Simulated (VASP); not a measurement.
# Sn3PdI (P1) in VASP: density of states with PBE

Aim: the density of states of Sn3PdI with PBE.

Program: VASP 6.6.1. These are calculated values, not measurements. Logs are shortened: lines on timing, memory, paths and dates and some standing lists are left out, and cuts for length are marked.

**1. Starting point**

The typed cell holds 5 atoms: a = 4.934 Å, b = 4.961 Å, c = 6.690 Å, α = 67.46°, β = 68.17°, γ = 86.89°.

The cell was built by a generator and needn't be a form met in nature.

**2. Density of states, PBE**

Input file POSCAR:

```
Sn3PdI
1.0
    0.1343430000      4.9322620000      0.0486820000
    4.9587660000      0.1343430000      0.0209070000
    2.5220460000      2.4762360000     -5.6798740000
I Pd Sn
1 1 3
Direct
    0.9771630000      0.0860450000      0.9945380000
    0.6410090000      0.6139690000      0.6812250000
    0.7145360000      0.2209640000      0.5163320000
    0.2450240000      0.7274400000      0.4937350000
    0.4391750000      0.4102350000      0.1435060000
```

Input file INCAR.step1:

```
SYSTEM = Sn3PdI
PREC = Accurate ; ENCUT = 520
EDIFF = 1E-6 ; ISMEAR = -1
SIGMA = 0.1 ; LREAL = .False.
LASPH = .True. ; NELM = 100
ALGO = Fast ; ISIF = 2
LWAVE = .False. ; LCHARG = .True.
LMAXMIX = 4 ; GGA = PE
NBANDS = 38
```

Input file KPOINTS.step1:

```
Automatic mesh
0
Gamma
  4 4 3
  0.5 0.5 0.5
```

Input file INCAR.step2:

```
SYSTEM = Sn3PdI
PREC = Accurate ; ENCUT = 520
EDIFF = 1E-6 ; ISMEAR = -5
SIGMA = 0.1 ; LREAL = .False.
LASPH = .True. ; NELM = 100
ALGO = Fast ; ISIF = 2
LWAVE = .False. ; LCHARG = .False.
LMAXMIX = 4 ; GGA = PE
LORBIT = 10 ; NEDOS = 2001
ICHARG = 11
```

Input file KPOINTS.step2:

```
Automatic mesh
0
Gamma
  6 6 5
  0 0 0
```

Potentials or basis: VASP PAW PBE potentials, release 64 (I, Pd, Sn_d).

Launch:

```console
$ cat potpaw_PBE.64/I/POTCAR potpaw_PBE.64/Pd/POTCAR potpaw_PBE.64/Sn_d/POTCAR > POTCAR
$ cp INCAR.step1 INCAR
$ cp KPOINTS.step1 KPOINTS
$ mpirun -np 1 vasp_std > vasp.out
$ cp INCAR.step2 INCAR
$ cp KPOINTS.step2 KPOINTS
$ mpirun -np 1 vasp_std > vasp.out
```

OUTCAR:

```text
SYSTEM = Sn3PdI
   PREC = Accurate
   ENCUT = 520
   EDIFF = 1E-6
   ISMEAR = -5
   LREAL = .False.
   LASPH = .True.
   NELM = 100
   ISIF = 2
   GGA = PE
   LORBIT = 10
   ICHARG = 11

 ion  position               nearest neighbor table
   1  0.977  0.086  0.995-   5 3.07   2 3.45   4 3.48   5 3.48   3 3.56
   2  0.641  0.614  0.681-   3 2.53   4 2.62   5 2.65   4 2.76   3 2.77   1 3.45
   3  0.715  0.221  0.516-   2 2.53   2 2.77   5 3.09   4 3.32   5 3.44   4 3.49   4 3.54   1 3.56
                             4 3.65
   4  0.245  0.727  0.494-   2 2.62   2 2.76   5 3.14   5 3.24   3 3.32   1 3.48   3 3.49   3 3.54
                             3 3.65
   5  0.439  0.410  0.144-   2 2.65   1 3.07   3 3.09   4 3.14   4 3.24   3 3.44   1 3.48

  LATTYP: Found a triclinic cell.
 ALAT       =     4.9343314051
 B/A-ratio  =     1.3789316569
 C/A-ratio  =     1.3801351366
 COS(alpha) =     0.0039747814
 COS(beta)  =     0.3988236882
 COS(gamma) =     0.6855904904

  Lattice vectors:

 A1 = (   0.1343430000,   4.9322620000,   0.0486820000)
 A2 = (  -4.8244230000,   4.7979190000,   0.0277750000)
 A3 = (   2.5710630000,   2.5903690000,   5.7494630000)

Analysis of symmetry for initial positions (statically):
=====================================================================
 Subroutine PRICEL returns:
 Original cell was already a primitive cell.

 Routine SETGRP: Setting up the symmetry group for a
 triclinic supercell.

 Subroutine GETGRP returns: Found  1 space group operations
 (whereof  1 operations were pure point group operations)
 out of a pool of  2 trial point group operations.

The static configuration has the point symmetry C_1 .

Analysis of symmetry for dynamics (positions and initial velocities):
=====================================================================
 Subroutine PRICEL returns:
 Original cell was already a primitive cell.

 Routine SETGRP: Setting up the symmetry group for a
 triclinic supercell.

 Subroutine GETGRP returns: Found  1 space group operations
 (whereof  1 operations were pure point group operations)
 out of a pool of  2 trial point group operations.

The dynamic configuration has the point symmetry C_1 .

 Subroutine INISYM returns: Found  1 space group operations
 (whereof  1 operations are pure point group operations),
 and found     1 'primitive' translations

----------------------------------------------------------------------------------------
[... 114 lines left out ...]
   EMIN   =  10.00;   EMAX   =-10.00  energy-range for DOS
   EFERMI =   0.00;   METHOD = LEGACY
   ISMEAR =    -5;   SIGMA  =   0.10  broadening in eV -4-tet -1-fermi 0-gaus
   EFERMI_NEDOS =   21; number of points for ismear=-14 and -15
   IALGO  =     68    algorithm
   IMIX   =      4    mixing-type and parameters
     AMIX     =   0.40;   BMIX     =  1.00
     AMIX_MAG =   1.60;   BMIX_MAG =  1.00
  volume/ion in A,a.u.               =      27.93       188.48
  Fermi-wavevector in a.u.,A,eV,Ry     =   1.228416  2.321369 20.531259  1.509005
  Thomas-Fermi vector in A             =   2.363342
   LORBIT       =     10    0 simple, 1 ext, 2 COOP (PROOUT), +10 PAW based schemes
   GGA     = PE    functional components
   LHFCALC =     F    Hartree Fock is set to
   AEXX    =    0.0000 exact exchange contribution
   IVDW    =     0    specifies the selected vdW correction
   LEPSILON=     F    determine dielectric tensor
   LRPA    =     F    only Hartree local field effects (RPA)
 non-spin polarized calculation
 RMM-DIIS sequential band-by-band and
 Fermi weights with tetrahedron method with Bloechl corrections
  energy-cutoff  :      520.00
  volume of cell :      139.65
 maximum number of plane-waves:      3779
 NGX is ok and might be reduce to    40

 number of electron      59.0000001 magnetization

 Free energy of the ion-electron system (eV)
  ---------------------------------------------------
  ext. energy  EPLUGINS =         0.00000000
  ---------------------------------------------------
  free energy    TOTEN  =       -18.25142022 eV

  energy without entropy =      -18.25142022  energy(sigma->0) =      -18.25142022

 E-fermi :   6.9423     XC(G=0):  -9.9451

 val. band max:        7.0727056652   @ k =   0.5000   0.5000   0.2000
 cond. band min:       6.9139797676   @ k =   0.0000  -0.3333   0.4000
 fundamental gap:     -0.1587258976
 Fermi energy:         6.9423041286

 k-point     1 :       0.0000    0.0000    0.0000
  band No.  band energies     occupation
      1     -14.6538      2.00000
      2     -14.6492      2.00000
      3     -14.6380      2.00000
      4     -14.6202      2.00000
      5     -14.6151      2.00000
      6     -14.5747      2.00000
[... 901 lines left out ...]
     34       9.5320      0.00000
     35      10.4783      0.00000

 [... further k-points ...]

------------------------ aborting loop because EDIFF is reached ----------------------------------------

  FORCE on cell =-STRESS in cart. coord.  units (eV):
  Direction    XX          YY          ZZ          XY          YZ          ZX
  --------------------------------------------------------------------------------------
  -------------------------------------------------------------------------------------
  Total        2.1031278      2.2755076      2.6709984      0.1761430     -0.9703514     -1.2272493
  in kB       24.1288008     26.1064832     30.6438772      2.0208570    -11.1326643    -14.0800068
  external PRESSURE =      26.9597204 kB  Pullay stress =       0.0000000 kB

 VOLUME and BASIS-vectors are now :
 -----------------------------------------------------------------------------
  energy-cutoff  :      520.00
  volume of cell :      139.65
      direct lattice vectors                 reciprocal lattice vectors
     0.134343000  4.932262000  0.048682000    -0.005834750  0.202061748  0.085501380
     4.958766000  0.134343000  0.020907000     0.201469411 -0.006343218  0.086693440
     2.522046000  2.476236000 -5.679874000     0.000691578  0.001708515 -0.175008305

 POSITION                                       TOTAL-FORCE (eV/Angst)
 -----------------------------------------------------------------------------------
      3.06622      7.29389     -5.59948        -0.581502      0.103733      0.229414
      4.84872      4.93098     -3.82523         1.045722      0.575268     -0.392671
      2.49391      4.83252     -2.89330        -1.096967      0.297531      0.195214
      4.88534      2.52885     -2.77722         0.393459     -0.514420      0.343350
      2.45519      2.57659     -0.78514         0.239288     -0.462113     -0.375307
 -----------------------------------------------------------------------------------
    total drift:                                0.000273     -0.002627     -0.009859

  FREE ENERGIE OF THE ION-ELECTRON SYSTEM (eV)
  ---------------------------------------------------
  free  energy   TOTEN  =       -18.2514202196 eV

  energy  without entropy=      -18.2514202196  energy(sigma->0) =      -18.25142022

 total charge

# of ion       s       p       d       tot
------------------------------------------
    1        1.540   2.697   0.030   4.267
    2        0.531   0.408   8.647   9.586
    3        1.263   0.933   9.993  12.189
    4        1.267   0.909   9.990  12.166
    5        1.283   0.911   9.982  12.176
--------------------------------------------------
tot          5.884   5.857  38.642  50.384
```

Wall time 5.1 min (1 thread of Intel Xeon 6975P-C (Granite Rapids), shared host); peak memory 0.55 GiB.

What came out:

* Valence electrons inside the program's atomic spheres: I 4.27; Pd 9.59; Sn 12.19, 12.17, 12.18

Levels at points of the mesh, in eV from the Fermi level:
| k point | band 27 | band 28 | band 29 | band 30 | band 31 | band 32 |
| --- | --- | --- | --- | --- | --- | --- |
| (0.00, 0.00, 0.00) | -1.87 | -1.70 | -1.14 | -0.81 | 0.53 | 1.83 |
| (0.50, 0.00, 0.00) | -1.72 | -1.39 | -0.64 | 0.21 | 0.51 | 0.68 |
| (0.00, 0.50, 0.00) | -2.19 | -1.85 | -0.36 | 0.20 | 0.78 | 1.06 |
| (0.50, 0.50, 0.00) | -2.46 | -1.61 | -1.36 | -0.50 | 0.82 | 2.67 |

States per cell in windows of 1 eV (zero at the Fermi level; states under -8 eV left out):
| from (eV) | total | Pd2_d | I1_p | Sn5_p | Sn3_p | Sn4_p | Sn4_s |
| --- | --- | --- | --- | --- | --- | --- | --- |
| -8.0 | 1.58 | 0.07 | 0.04 | 0.02 | 0.02 | 0.02 | 0.33 |
| -7.0 | 2.47 | 0.23 | 0.07 | 0.03 | 0.02 | 0.02 | 0.40 |
| -6.0 | 0.00 | 0.00 | 0.00 | 0.00 | 0.00 | 0.00 | 0.00 |
| -5.0 | 3.12 | 0.77 | 0.54 | 0.12 | 0.15 | 0.14 | 0.02 |
| -4.0 | 7.16 | 3.81 | 0.68 | 0.17 | 0.27 | 0.27 | 0.03 |
| -3.0 | 5.54 | 2.72 | 0.81 | 0.17 | 0.07 | 0.10 | 0.06 |
| -2.0 | 2.34 | 0.69 | 0.27 | 0.13 | 0.11 | 0.10 | 0.08 |
| -1.0 | 2.85 | 0.36 | 0.27 | 0.25 | 0.27 | 0.24 | 0.03 |
| 0.0 | 3.04 | 0.23 | 0.29 | 0.30 | 0.32 | 0.31 | 0.03 |
| 1.0 | 1.64 | 0.10 | 0.09 | 0.17 | 0.19 | 0.20 | 0.03 |
| 2.0 | 2.86 | 0.19 | 0.10 | 0.35 | 0.29 | 0.29 | 0.05 |
| 3.0 | 2.90 | 0.17 | 0.09 | 0.39 | 0.34 | 0.34 | 0.03 |
| 4.0 | 0.63 | 0.03 | 0.02 | 0.08 | 0.09 | 0.09 | 0.00 |
| 5.0 | 0.00 | 0.00 | 0.00 | 0.00 | 0.00 | 0.00 | 0.00 |

Caveat: the k mesh is coarse (spacing up to 0.37 Å⁻¹), so the values aren't converged; an odd number of electrons without spin polarisation forces a metal; a magnetic or distorted state may lie lower; tetrahedron occupations give inexact forces and stress in metals.
